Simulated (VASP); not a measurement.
## Co2DyGe2 (space group I4/mmm): computed properties

Method: PBEsol GGA, VASP's PBE PAW potentials (set 64) (plane waves; VASP).

```
Quantity                                                                                                Result
----------------------------------  --------------------------------------------------------------------------
space group                                                                                       I4/mmm (139)
cell                                a = 3.891 Å, b = 3.891 Å, c = 10.001 Å, α = 90.00°, β = 90.00°, γ = 90.00°
volume per atom                                                                                  15.14 Å³/atom
band gap (over mesh and band path)                                    none (metal, semimetal or under 0.01 eV)
density                                                                                             9.34 g/cm³
```

```yaml
crystal:
  lattice:
    - [-1.94550, 1.94550, 5.00074]
    - [1.94550, -1.94550, 5.00074]
    - [1.94550, 1.94550, -5.00074]
  atoms:
    - { symbol: Dy, position: [0.00000, 0.00000, 0.00000] }
    - { symbol: Co, position: [0.25000, 0.75000, 0.50000] }
    - { symbol: Co, position: [0.75000, 0.25000, 0.50000] }
    - { symbol: Ge, position: [0.62732, 0.62732, 0.00000] }
    - { symbol: Ge, position: [0.37268, 0.37268, 0.00000] }
```

The 4f electrons are frozen in the core of the lanthanide potential, so 4f levels, which can set the real gap, and their magnetism are missing.

The structure comes from a computed database's Co2DyGe2 entry (I4/mmm); how it stands against other phases isn't given here. It was relaxed first. Symmetry was kept, so distortions that lower it aren't found. The run is not spin-polarised, so no magnetic state was tried. The electron count is odd and the run is not spin-polarised, which forces a metal.
